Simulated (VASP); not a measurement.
Given:

```
CELL_PARAMETERS angstrom
      0.00000     2.51407     2.51407
      2.51407     0.00000     2.51407
      2.51407     2.51407     0.00000
ATOMIC_POSITIONS crystal
  Sn 0.00000 0.00000 0.00000
  O  0.25000 0.25000 0.25000
```

These are PBEsol GGA, VASP's PBE PAW potentials (set 64) (plane waves; VASP) values and carry that method's errors. Settings: 620 eV cut-off, 13×13×13 Γ-centred mesh, first-order Methfessel-Paxton smearing of 0.10 eV, potentials Sn_d O.

Energy and stress use the plane-wave basis of the starting cell.

Problem. The ions, cell shape and volume at an external pressure of 30.0 GPa are relaxed. Give the cell that the relaxation ends in.

Solution. 
```
CELL_PARAMETERS angstrom
      0.00000     2.46072     2.46072
      2.46072     0.00000     2.46072
      2.46072     2.46072     0.00000
ATOMIC_POSITIONS crystal
  Sn 0.00000 0.00000 0.00000
  O  0.25000 0.25000 0.25000
```
Space group F-43m (216), at a tolerance of 0.03 Å.

Problem. How do energy and volume change from the first to the last step?

Solution. The energy (σ→0) changes by +152.2 meV/atom and the volume by -6.2 %, in 3 ionic steps.

The structure was generated: SnO was put into the zinc blende type (F-43m), which need not be its known phase. This run relaxes it under an external pressure of 30 GPa. Symmetry was kept, so distortions that lower it aren't found.
